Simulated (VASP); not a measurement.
Given:

```yaml
crystal:
  lattice:
    - [4.04273, 0.00000, 0.00000]
    - [-2.02136, 3.50111, 0.00000]
    - [0.00000, 0.00000, 3.48729]
  atoms:
    - { symbol: Ga, position: [0.00000, 0.00000, 0.00000] }
    - { symbol: Sb, position: [0.66667, 0.33333, 0.50000] }
```

Level of theory: r2SCAN meta-GGA, VASP's PBE PAW potentials (set 64) (plane waves; VASP). Numerical set-up: 400 eV cut-off, 12×12×12 Γ-centred mesh, tetrahedra with Blöchl corrections, potentials Ga_d Sb.

Q: Give the energies of bands 7 to 12 at the high-symmetry points, in eV from the Fermi level.

A: 
| band | Γ | M | K | A | L | H |
|---|---|---|---|---|---|---|
| 7 | -0.88 | -7.60 | -7.66 | -8.03 | -5.71 | -4.60 |
| 8 | -0.61 | -2.43 | -4.66 | 1.59 | -4.22 | -4.59 |
| 9 | -0.61 | 0.32 | 2.64 | 1.59 | -3.78 | -4.03 |
| 10 | 0.11 | 2.13 | 4.48 | 3.31 | 0.34 | -1.81 |
| 11 | 3.63 | 5.19 | 4.73 | 3.67 | 2.17 | -0.24 |
| 12 | 3.63 | 6.08 | 5.31 | 3.67 | 3.84 | 7.80 |

It has no gap at this level: it comes out as a metal or semimetal.

The structure was generated: GaSb was put into the WC type (P-6m2), which need not be its known phase. It was relaxed first, which changed the volume by +14 %.
